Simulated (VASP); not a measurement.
Crystal: CdBr.

```
Cd Br
1.0
     3.36323    0.00000    0.00000
     0.00000    3.36323    0.00000
     0.00000    0.00000    4.84371
Cd Br
1 1
Direct
  0.00000 0.00000 0.00000
  0.50000 0.50000 0.50000
```

The cell was built by a generator and needn't be a form met in nature.

- Program: VASP 6.6.1
- Task: relaxation of cell and atoms
- Functional: r2SCAN50
- Potentials or basis: VASP PAW PBE potentials, release 64 (Cd, Br)
- Cutoff: 600 eV
- k mesh: 4 × 4 × 3
- Occupations: gaussian, width 0.05 eV
- Spin: no spin polarisation

At the start: pressure -2.7 GPa; volume 27.39 Å³/atom.

Task: How do energy, volume and symmetry change on relaxing?

Result: Over 14 steps the energy falls by 199.7 meV/atom and the volume is 25.28 Å³/atom (-7.7 %); space group P4/mmm (No. 123, to 0.05 Å).

The path:
| step | energy change (eV) | largest force (eV/Å) | pressure (GPa) | volume (Å³) |
| --- | --- | --- | --- | --- |
| 1 | 0.0000 | 0.0000 | -2.66 | 54.79 |
| 2 | -0.3133 | 0.0000 | -0.47 | 50.99 |
| 3 | -0.3764 | 0.0000 | 0.33 | 49.72 |
| 4 | -0.3552 | 0.0000 | 3.74 | 47.07 |
| 5 | -0.3877 | 0.0000 | 1.55 | 48.66 |
| 6 | -0.3987 | 0.0000 | 0.10 | 50.36 |
| 7 | -0.3989 | 0.0000 | -0.19 | 50.72 |
| 8 | -0.3990 | 0.0000 | -0.12 | 50.66 |
| 9 | -0.3993 | 0.0000 | -0.05 | 50.60 |
| 10 | -0.3993 | 0.0000 | 0.05 | 50.51 |
| 11 | -0.3994 | 0.0000 | 0.01 | 50.54 |
| 12 | -0.3994 | 0.0000 | -0.02 | 50.57 |
| 13 | -0.3994 | 0.0000 | -0.02 | 50.57 |
| 14 | -0.3994 | 0.0000 | 0.00 | 50.55 |

Final structure:
```xyz
2
Lattice="3.5336 0.0000 0.0000 0.0000 3.5336 0.0000 0.0000 0.0000 4.0487" Properties=species:S:1:pos:R:3 pbc="T T T"
Cd    0.0000    0.0000    0.0000
Br    1.7668    1.7668    2.0244
```

Caveat: the k mesh is coarse (spacing up to 0.47 Å⁻¹), so the values aren't converged, least of all with exact exchange; the PAW data sets were made with another functional, which shifts forces and pressure a little; an odd number of electrons without spin polarisation forces a metal; a magnetic or distorted state may lie lower.
